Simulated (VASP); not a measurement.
An input for Quantum ESPRESSO's pw.x (written as the equivalent of a VASP run, and not itself run):

```
&CONTROL
  calculation = 'scf'
  pseudo_dir = './pseudo'
  outdir = './out'
  tprnfor = .true.
  tstress = .true.
/
&SYSTEM
  ibrav = 0
  nat = 2
  ntyp = 2
  ecutwfc = 88
  occupations = 'smearing'
  smearing = 'gaussian'
  degauss = 0.003675
  input_dft = 'pbe'
/
&ELECTRONS
  conv_thr = 7.3e-08
  electron_maxstep = 100
/
ATOMIC_SPECIES
  Na 22.990 Na.upf
  Cl 35.450 Cl.upf
CELL_PARAMETERS angstrom
     0.0000000    2.8764000    2.8764000
     2.8764000    0.0000000    2.8764000
     2.8764000    2.8764000    0.0000000
ATOMIC_POSITIONS crystal
  Na   0.0000000  0.0000000  0.0000000
  Cl   0.5000000  0.5000000  0.5000000
K_POINTS automatic
  7 7 7 0 0 0
```

**Question.** Write the VASP files for the same calculation (PBE).

**Answer.** Several could match; the one computed here: 
KPOINTS:
```
kpoints
0
G
  7 7 7
```

POSCAR:
```
NaCl
1.0
  0.0000000000   2.8764000000   2.8764000000
  2.8764000000   0.0000000000   2.8764000000
  2.8764000000   2.8764000000   0.0000000000
Na Cl
1 1
Cart
  0.0000000000   0.0000000000   0.0000000000
  2.8764000000   2.8764000000   2.8764000000
```

### INCAR
```
SYSTEM = NaCl
PREC = Single; ENCUT = 400; LREAL = F
LASPH = T
EDIFF = 1E-6; NELM = 100; ALGO = Normal
ISMEAR = 0; SIGMA = 0.05
GGA = PE
ISIF = 2
LWAVE = F; LCHARG = F
```

POTCAR, in this order: Na_pv Cl (PBE.64 set). Program: vasp_std.

Limits of the translation: the potentials are each code's own (VASP's PAW set, PseudoDojo norm-conserving files in pw.x), so ENCUT and ecutwfc are chosen apart and not converted; conv_thr bounds pw.x's estimated SCF error, while EDIFF bounds the energy change between steps.

The compound is NaCl in the rock salt structure. The cell was not relaxed at this level. The run is one of a series of settings (PREC = Single against the base run), some of them coarse on purpose.
